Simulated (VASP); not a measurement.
These are PBE GGA, VASP's PBE PAW potentials (set 64) (plane waves; VASP 6.6.1) values and carry that method's errors.

The input files of a VASP run:

### KPOINTS
```
Automatic
0
gamma
  10 10 10
```

File POSCAR:
```
NiSi2
1
    0.0000000000     2.8073416045     2.8073416045
    2.8073416045     0.0000000000     2.8073416045
    2.8073416045     2.8073416045     0.0000000000
Si Ni
2 1
Direct
  0.2500000000   0.2500000000   0.2500000000
  0.7500000000   0.7500000000   0.7500000000
  0.0000000000   0.0000000000   0.0000000000
```

**INCAR**
```
NSW = 30   # most ionic steps
NELM = 100   # most electronic steps
ALGO = Normal   # blocked Davidson
LWAVE = .FALSE.
IBRION = 2   # conjugate gradients
LREAL = .FALSE.   # projection in real space or not
ISMEAR = 1   # Methfessel-Paxton
ISIF = 2
ENCUT = 480   # plane-wave cut-off (eV)
SIGMA = 0.1   # width (eV)
LMAXMIX = 4
EDIFFG = -0.01   # ionic stop
LASPH = .TRUE.   # aspherical one-centre terms
GGA = PE   # PBE
EDIFF = 1E-7   # SCF stop (eV)
SYSTEM = NiSi2
LCHARG = .FALSE.
PREC = Accurate
```

POTCAR, in this order: Si Ni (PBE.64 set). Program: vasp_std.

Task: What will the output report for the number of irreducible k-points (NKPTS), number of bands (NBANDS), largest plane-wave count, number of space-group operations, FFT grid (NGX, NGY, NGZ)?

Result: 
| Quantity | Result |
|---|---|
| number of irreducible k-points (NKPTS) | 47 |
| number of bands (NBANDS) | 13 |
| largest plane-wave count | 1073 |
| number of space-group operations | 48 |
| FFT grid (NGX, NGY, NGZ) | 28 × 28 × 28 |

The compound is NiSi2 in the fluorite structure. This cell was strained or had an atom moved on purpose. The run is not spin-polarised, so no magnetic state was tried.
